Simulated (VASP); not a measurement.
# How a change of volume changes Pt

Wanted: the elastic response of Pt to a change of volume, with a fit that predicts a row left out.

Main program and level: VASP 6.6.1; PBEsol; plane waves and PAW (Pt), in the first sound run; inputs show where later runs differ.

### Step 1. Set-up

The structure is cubic, space group Fm-3m (No. 225). Conventional cell: a = 3.920 Å, b = 3.920 Å, c = 3.920 Å, α = 90.00°, β = 90.00°, γ = 90.00°. Nearest to Pt lie 12 Pt at 2.77 Å.

Structure file:

```xyz
1
Lattice="0.0000 1.9600 1.9600 1.9600 0.0000 1.9600 1.9600 1.9600 0.0000" Properties=species:S:1:pos:R:3 pbc="T T T"
Pt    0.0000    0.0000    0.0000
```

### Step 2. Relax the crystal, PBEsol

The series starts from the cell that this level prefers, so that zero strain is near zero stress.

Level: PBEsol; plane waves and PAW (Pt).

INCAR

```
SYSTEM = Pt
PREC = Accurate
ENCUT = 450
EDIFF = 1E-07
NELM = 120
ISMEAR = 1
SIGMA = 0.15
LREAL = .FALSE.
ALGO = Normal
GGA = PS
NBANDS = 11
LASPH = .TRUE.
LORBIT = 11
LWAVE = .FALSE.
LCHARG = .FALSE.
KPAR = 8
IBRION = 2
NSW = 40
ISIF = 3
EDIFFG = -0.005
POTIM = 0.4
```

POSCAR

```
Pt
1.0
    0.0000000000      1.9600000000      1.9600000000
    1.9600000000      0.0000000000      1.9600000000
    1.9600000000      1.9600000000      0.0000000000
Pt
1
Direct
    0.0000000000      0.0000000000      0.0000000000
```

KPOINTS

```
Automatic mesh
0
Gamma
26 26 26
0 0 0
```

Potentials, in the order of the species: Pt (PBE family, release 64).

Run with:

```bash
$ mpirun -np 8 vasp_std
```

Log:

```text
[banner, memory and clock lines left out]
running    8 mpi-ranks, on    1 nodes
[...]
|                                                                             |
|           W    W    AA    RRRRR   N    N  II  N    N   GGGG   !!!           |
|           W    W   A  A   R    R  NN   N  II  NN   N  G    G  !!!           |
|           W    W  A    A  R    R  N N  N  II  N N  N  G       !!!           |
|           W WW W  AAAAAA  RRRRR   N  N N  II  N  N N  G  GGG   !            |
|           WW  WW  A    A  R   R   N   NN  II  N   NN  G    G                |
|           W    W  A    A  R    R  N    N  II  N    N   GGGG   !!!           |
|                                                                             |
|     For optimal performance we recommend to set                             |
|       NCORE = 2 up to number-of-cores-per-socket                            |
|     NCORE specifies how many cores store one orbital (NPAR=cpu/NCORE).      |
|     This setting can greatly improve the performance of VASP for DFT.       |
[...]
DAV:   4    -0.696264120495E+01   -0.27538E-04   -0.74964E-05 12688   0.569E-02    0.758E-03
DAV:   5    -0.696264070073E+01    0.50422E-06   -0.11866E-06 12865   0.986E-03    0.197E-03
DAV:   6    -0.696264110796E+01   -0.40723E-06   -0.64850E-08 13026   0.157E-03    0.284E-04
DAV:   7    -0.696264109526E+01    0.12698E-07   -0.15861E-09  6239   0.289E-04
   2 F= -.69626411E+01 E0= -.69620253E+01  d E =0.382317E-03
 trial-energy change:    0.000382  1 .order    0.000395   -0.000685    0.001476
 step:   0.3249(harm=  0.3169)  dis= 0.00000  next Energy=    -6.963135 (dE=-0.112E-03)
[...]
N       E                     dE             d eps       ncg     rms          rms(c)
DAV:   1    -0.696622572876E+01   -0.35846E-02   -0.63847E-02 11701   0.236E+00    0.388E-01
DAV:   2    -0.696330383942E+01    0.29219E-02   -0.79288E-03 11641   0.677E-01    0.159E-01
DAV:   3    -0.696313082364E+01    0.17302E-03   -0.77361E-04 12889   0.201E-01    0.840E-02
DAV:   4    -0.696313620978E+01   -0.53861E-05   -0.30395E-05 12641   0.357E-02    0.284E-03
DAV:   5    -0.696313621968E+01   -0.98995E-08   -0.38329E-07 13453   0.490E-03
   3 F= -.69631362E+01 E0= -.69625045E+01  d E =-.112807E-03
[...]
reached required accuracy - stopping structural energy minimisation
```

It took 10 s on 8 MPI ranks of Intel Xeon 6975P-C (Granite Rapids), shared host; peak memory 1.4 GiB; 74 s of CPU time.

The logs omit lines about the potential files and the build; timing stands in the text.

Parts of OUTCAR (step 2):

```text
  Total        0.0025225      0.0025225      0.0025225      0.0000000      0.0000000      0.0000000
  in kB        0.2691533      0.2691533      0.2691533      0.0000000      0.0000000      0.0000000
  external PRESSURE =       0.2691533 kB  Pullay stress =       0.0000000 kB

 POSITION                                       TOTAL-FORCE (eV/Angst)
 -----------------------------------------------------------------------------------
      0.00000      0.00000      0.00000        -0.000000     -0.000000     -0.000000
 -----------------------------------------------------------------------------------
    total drift:                                0.000000      0.000000      0.000000

  FREE ENERGIE OF THE ION-ELECTRON SYSTEM (eV)
  ---------------------------------------------------
  free  energy   TOTEN  =        -6.9631362197 eV

  energy  without entropy=       -6.9612409572  energy(sigma->0) =       -6.96250447

 reached required accuracy - stopping structural energy minimisation

[... 3 further parts left out ...]
[key lines of the parts left out:]
E-fermi :  11.1756
```

This run gave:

```
energy(sigma→0) of the program : -6.9625 eV
stress, compression positive   : xx, yy, zz 0.03, 0.03, 0.03 GPa
volume                         : 15.016 Å³
ionic steps                    : 3
```

### Step 3. Relax at fixed volume, PBEsol

One member in full: the volume is scaled by 1.02, and the cell is held.

Level: PBEsol; plane waves and PAW (Pt).

Edit INCAR of step 2 so:

```diff
@@ -15,7 +15,8 @@
 LCHARG = .FALSE.
-KPAR = 8
+KPAR = 2
 IBRION = 2
 NSW = 40
-ISIF = 3
-EDIFFG = -0.005
+ISIF = 2
+EDIFFG = -0.004
 POTIM = 0.4
+MAXMIX = 40
```

POSCAR

```
Pt
1.0
    0.0000000000      1.9710779882      1.9710779882
    1.9710779882      0.0000000000      1.9710779882
    1.9710779882      1.9710779882      0.0000000000
Pt
1
Direct
    0.0000000000      0.0000000000      0.0000000000
```

KPOINTS is that of step 2.

Run with:

```bash
$ mpirun -np 2 vasp_std
```

Log:

```text
[banner, memory and clock lines left out]
running    2 mpi-ranks, on    1 nodes
[...]
[... a notice as in an earlier step ...]

 LDA part: xc-table for (Slater+PW92), standard interpolation
 POSCAR, INCAR and KPOINTS ok, starting setup
[...]
entering main loop
       N       E                     dE             d eps       ncg     rms          rms(c)
DAV:   1     0.332476200510E+02    0.33248E+02   -0.49030E+03 11877   0.744E+02
DAV:   2    -0.690894252153E+01   -0.40157E+02   -0.38395E+02 12866   0.163E+02
DAV:   3    -0.741423424255E+01   -0.50529E+00   -0.50213E+00 13140   0.172E+01
DAV:   4    -0.741625014740E+01   -0.20159E-02   -0.20157E-02 12985   0.128E+00
[...]
DAV:  10    -0.695797685263E+01   -0.41619E-05   -0.36529E-06 14239   0.134E-02    0.573E-03
DAV:  11    -0.695797708227E+01   -0.22964E-06   -0.53205E-08 10511   0.211E-03    0.122E-03
DAV:  12    -0.695797711144E+01   -0.29177E-07   -0.29159E-09  6680   0.409E-04
   1 F= -.69579771E+01 E0= -.69572915E+01  d E =-.695798E+01
[...]
reached required accuracy - stopping structural energy minimisation
```

Run time: 13 s. Hardware: 2 MPI ranks; peak memory 0.34 GiB; 24 s of CPU time.

OUTCAR, selected parts (step 3):

```text
  Total       -0.5181521     -0.5181521     -0.5181521     -0.0000000      0.0000000      0.0000000
  in kB      -54.2033846    -54.2033846    -54.2033846     -0.0000000      0.0000000      0.0000000
  external PRESSURE =     -54.2033846 kB  Pullay stress =       0.0000000 kB

  FREE ENERGIE OF THE ION-ELECTRON SYSTEM (eV)
  ---------------------------------------------------
  free  energy   TOTEN  =        -6.9579771114 eV

  energy  without entropy=       -6.9559202545  energy(sigma->0) =       -6.95729149

[... 3 parts as in an earlier step ...]

[... 2 further parts left out ...]
[key lines of the parts left out:]
E-fermi :  10.7943
```

This run gave:

```
energy(sigma→0) of the program : -6.9573 eV
stress, compression positive   : xx, yy, zz -5.42, -5.42, -5.42 GPa
ionic steps                    : 1
```

### Step 4. The whole series

The other members went through these steps as far as the tables show, with the same cutoff and, step by step, the same mesh; 8 runs are not shown. The session took 0.084 core hours (wall time by ranks) on a shared machine.

```csv
volume over the relaxed volume,volume (Å³/atom),pressure (GPa),"energy above the unstrained row, extrapolated to no smearing (meV/atom)"
0.940,14.115,21.183,55.733
0.960,14.415,?,?
0.980,14.715,6.192,5.663
0.990,14.865,3.004,1.384
1,15.016,0.013,0.000
1.010,15.166,-2.791,1.331
1.020,15.316,-5.420,5.206
1.040,15.616,-10.194,19.967
1.060,15.916,-14.380,43.114
```

### Step 5. Stress from the known rows

A least-squares cubic through the 8 rows shown, with u the logarithm of the volume ratio: pressure = − 988.4 u³ + 788.3 u² − 289.6 u + 0.01253 (GPa), r.m.s. residual 7.8e-4 GPa.

For the withheld row, u = -0.04082, the fit gives 13.215 GPa.

### Step 6. Checking the prediction

The calculation gives 13.211 GPa, so the prediction is 0.004 GPa too high.

A cubic of the pressure in ln(V/V₀) through all rows has the slope −B at V₀: B = 290 GPa, and its curvature gives B′ = 5.4.

### Step 7. Summary of results

```
error of the predicted pressure : 0.004 GPa
bulk modulus                    : 290 GPa
```

These are static values: temperature and zero-point motion are left out. In a metal the slopes also depend on mesh and smearing, which were held through the series.

[Lines on the potential files, build, host, timing and source positions are cut from VASP's logs without a mark.]

[Logs are printed without paths, hosts, clocks, repeated set-up lines and the standing remarks that a program may print on its own settings, such as how far it seeks lower states.]

[Hosts, paths, dates, database ids (printed as entryN), source tags and the programs' standing remarks are cut or masked in the printed files.]

[In band tables of VASP the shares of atoms and orbitals are scaled to a sum of 1 inside the atoms' spheres.]
